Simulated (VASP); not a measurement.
Output of a VASP run:

OUTCAR:
```
 ion  position               nearest neighbor table
   1  0.333  0.667  0.250-   2 2.70   2 2.70   2 2.70   2 2.70   2 2.70   2 2.70
   2  0.667  0.333  0.750-   1 2.70   1 2.70   1 2.70   1 2.70   1 2.70   1 2.70
  LATTYP: Found a hexagonal cell.
 ALAT       =     2.7358520429
 C/A-ratio  =     1.5981996607
 Subroutine PRICEL returns:
 Original cell was already a primitive cell.
 Subroutine GETGRP returns: Found 24 space group operations
The static configuration has the point symmetry D_3d.
 The point group associated with its full space group is D_6h.
The dynamic configuration has the point symmetry D_3d.
 Subroutine INISYM returns: Found 24 space group operations
 Subroutine IBZKPT returns following result:
 Found    135 irreducible k-points:

 Following reciprocal coordinates:
            Coordinates               Weight
  0.000000  0.000000  0.000000      1.000000
  0.066667  0.000000  0.000000      6.000000
  0.133333  0.000000  0.000000      6.000000
  0.200000  0.000000  0.000000      6.000000
  0.266667  0.000000  0.000000      6.000000
  0.333333 -0.000000  0.000000      6.000000
  0.400000  0.000000  0.000000      6.000000
  0.466667  0.000000  0.000000      6.000000
  0.066667  0.066667  0.000000      6.000000
  0.133333  0.066667  0.000000     12.000000
  0.200000  0.066667  0.000000     12.000000
  0.266667  0.066667  0.000000     12.000000
  0.333333  0.066667  0.000000     12.000000
  0.400000  0.066667  0.000000     12.000000
  0.466667  0.066667  0.000000      6.000000
  0.133333  0.133333  0.000000      6.000000
  0.200000  0.133333  0.000000     12.000000
  0.266667  0.133333  0.000000     12.000000
  0.333333  0.133333  0.000000     12.000000
  0.400000  0.133333  0.000000     12.000000
  0.200000  0.200000  0.000000      6.000000
  0.266667  0.200000  0.000000     12.000000
  0.333333  0.200000  0.000000     12.000000
  0.400000  0.200000  0.000000      6.000000
  0.266667  0.266667  0.000000      6.000000
  0.333333  0.266667  0.000000     12.000000
  0.333333  0.333333  0.000000      2.000000
  0.000000  0.000000  0.125000      2.000000
  0.066667  0.000000  0.125000     12.000000
  0.133333  0.000000  0.125000     12.000000
  0.200000  0.000000  0.125000     12.000000
  0.266667  0.000000  0.125000     12.000000
  0.333333 -0.000000  0.125000     12.000000
  0.400000  0.000000  0.125000     12.000000
  0.466667  0.000000  0.125000     12.000000
  0.066667  0.066667  0.125000     12.000000
  0.133333  0.066667  0.125000     24.000000
  0.200000  0.066667  0.125000     24.000000
  0.266667  0.066667  0.125000     24.000000
  0.333333  0.066667  0.125000     24.000000
   k-points           NKPTS =    135   k-points in BZ     NKDIM =    135   number of bands    NBANDS=     17
   number of dos      NEDOS =    301   number of ions     NIONS =      2
   total plane-waves  NPLWV =  12800
   dimension x,y,z NGX =    20 NGY =   20 NGZ =   32
   dimension x,y,z NGXF=    40 NGYF=   40 NGZF=   64
   ions per type =               2
   PREC   = accura    normal or accurate (medium, high low for compatibility)
   ISTART =      0    job   : 0-new  1-cont  2-samecut
   ICHARG =      2    charge: 1-file 2-atom 10-const
   ISPIN  =      1    spin polarized calculation?
   LNONCOLLINEAR =      F non collinear calculations
   LSORBIT =      F    spin-orbit coupling
   INIWAV =      1    electr: 0-lowe 1-rand  2-diag
   ENCUT  =  500.0 eV  36.75 Ry    6.06 a.u.   4.99  4.99  7.97*2*pi/ulx,y,z
   NELM   =    100;   NELMIN=  2; NELMDL= -5     # of ELM steps
   EDIFF  = 0.1E-05   stopping-criterion for ELM
   LREAL  =      F    real-space projection
   NLSPLINE    = F    spline interpolate recip. space projectors
   LMAXMIX     =    4 max onsite mixed and CHGCAR
   VOSKOWN=      0    Vosko Wilk Nusair interpolation
   EDIFFG = -.2E-01   stopping-criterion for IOM
   NSW    =     40    number of steps for IOM
...
```

OSZICAR:
```
       N       E                     dE             d eps       ncg     rms          rms(c)
DAV:   1     0.308704270209E+03    0.30870E+03   -0.16596E+04  4590   0.157E+03
DAV:   2    -0.142760637503E+02   -0.32298E+03   -0.31984E+03  5146   0.452E+02
DAV:   3    -0.220558532022E+02   -0.77798E+01   -0.76455E+01  5413   0.809E+01
DAV:   4    -0.221281888062E+02   -0.72336E-01   -0.72052E-01  4998   0.777E+00
DAV:   5    -0.221289338645E+02   -0.74506E-03   -0.74495E-03  5129   0.720E-01    0.240E+01
DAV:   6    -0.208486121940E+02    0.12803E+01   -0.31063E+00  4890   0.176E+01    0.755E+00
DAV:   7    -0.207007100688E+02    0.14790E+00   -0.56684E-01  5211   0.680E+00    0.945E-01
DAV:   8    -0.206913684956E+02    0.93416E-02   -0.10756E-02  4712   0.111E+00    0.101E-01
DAV:   9    -0.206914792781E+02   -0.11078E-03   -0.21011E-04  5372   0.130E-01    0.191E-02
DAV:  10    -0.206914753246E+02    0.39535E-05   -0.12061E-05  4840   0.309E-02    0.976E-03
DAV:  11    -0.206914748097E+02    0.51491E-06   -0.12419E-06  2530   0.119E-02
   1 F= -.19806973E+02 E0= -.19807208E+02  d E =-.198070E+02
```

### OUTCAR
```
------------------------ aborting loop because EDIFF is reached ----------------------------------------
  FORCE on cell =-STRESS in cart. coord.  units (eV):
  Direction    XX          YY          ZZ          XY          YZ          ZX
  --------------------------------------------------------------------------------------
  Total        0.8559124      0.8559127      0.8662833      0.0000000     -0.0000000      0.0000000
  in kB       48.3838533     48.3838694     48.9701101      0.0000000     -0.0000000      0.0000000
  external PRESSURE =      -1.4207224 kB  Pullay stress =      50.0000000 kB
  volume of cell :       28.34
      direct lattice vectors                 reciprocal lattice vectors
     1.367925850 -2.369317469  0.000000000     0.365516888 -0.211031239  0.000000000
     1.367925850  2.369317469  0.000000000     0.365516888  0.211031239  0.000000000
     0.000000000  0.000000000  4.372437807     0.000000000  0.000000000  0.228705369
 POSITION                                       TOTAL-FORCE (eV/Angst)
 -----------------------------------------------------------------------------------
      1.36793      0.78977      1.09311        -0.000000      0.000000      0.000000
      1.36793     -0.78977      3.27933         0.000000     -0.000000      0.000000
 -----------------------------------------------------------------------------------
    total drift:                               -0.000000      0.000613     -0.000043
  FREE ENERGIE OF THE ION-ELECTRON SYSTEM (eV)
  ---------------------------------------------------
  free  energy   TOTEN  =       -20.6914748097 eV

  energy  without entropy=      -20.6921802215  energy(sigma->0) =      -20.69170995
  enthalpy is  TOTEN    =       -19.8069727033 eV   P V=        0.8845021064

 reached required accuracy - stopping structural energy minimisation
```
(Selected blocks of OUTCAR.)

POSCAR:
```
Tc
1
    1.3679258500    -2.3693174691    -0.0000000000
    1.3679258500     2.3693174691    -0.0000000000
   -0.0000000000    -0.0000000000     4.3724378066
Tc
2
Direct
  0.3333330000   0.6666670000   0.2500000000
  0.6666670000   0.3333330000   0.7500000000
```

Question: Reconstruct the remaining input files.

Answer: One answer among several that fit: the input of the run itself, PBE GGA, plane waves, VASP's PBE PAW potentials (set 64).

**INCAR**
```
PREC = Accurate
SYSTEM = Tc
ENCUT = 500
GGA = PE   ! PBE
EDIFFG = -0.02   ! ionic stop
IBRION = 2
LASPH = .TRUE.   ! aspherical one-centre terms
PSTRESS = 50
NELM = 100   ! most electronic steps
LCHARG = .FALSE.
LMAXMIX = 4
ISIF = 3
NSW = 40   ! most ionic steps
EDIFF = 1E-6   ! SCF stop (eV)
LREAL = .FALSE.   ! projection in real space or not
LWAVE = .FALSE.
ISMEAR = 1
ALGO = Normal
SIGMA = 0.1   ! width (eV)
```

KPOINTS:
```
Automatic mesh
0
Gamma
15 15 8
0 0 0
```

POTCAR, in this order: Tc_pv (PBE.64 set). Program: vasp_std.

The compound is Tc in the hcp structure. It was relaxed first under an external pressure of 5 GPa.
